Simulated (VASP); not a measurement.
Here is the system:

```yaml
crystal:
  lattice:
    - [0.00000, 2.54599, 2.54599]
    - [2.54599, 0.00000, 2.54599]
    - [2.54599, 2.54599, 0.00000]
  atoms:
    - { symbol: Zr, position: [0.00000, 0.00000, 0.00000] }
    - { symbol: O, position: [0.25000, 0.25000, 0.25000] }
    - { symbol: O, position: [0.75000, 0.75000, 0.75000] }
```

These are r2SCAN meta-GGA, VASP's PBE PAW potentials (set 64) (plane waves; VASP) values and carry that method's errors. Settings: 600 eV cut-off, 8×8×8 Γ-centred mesh, Gaussian smearing of 0.050 eV, potentials Zr_sv O.

Question: What does the run give for the energy per atom (σ→0), band gap (on the k-mesh) with the smallest direct gap where there is one?

Answer: 
The band gap (on the k-mesh) comes out as 3.87 eV and the smallest direct gap (on the k-mesh) is 4.27 eV. The energy per atom (σ→0) is -15.287 eV/atom.

The absolute energy has meaning only against runs of the same code, potentials and settings.

The compound is ZrO2 in the fluorite structure, the high-temperature cubic form, which is unstable at 0 K; the monoclinic form is the stable one. It was relaxed first.
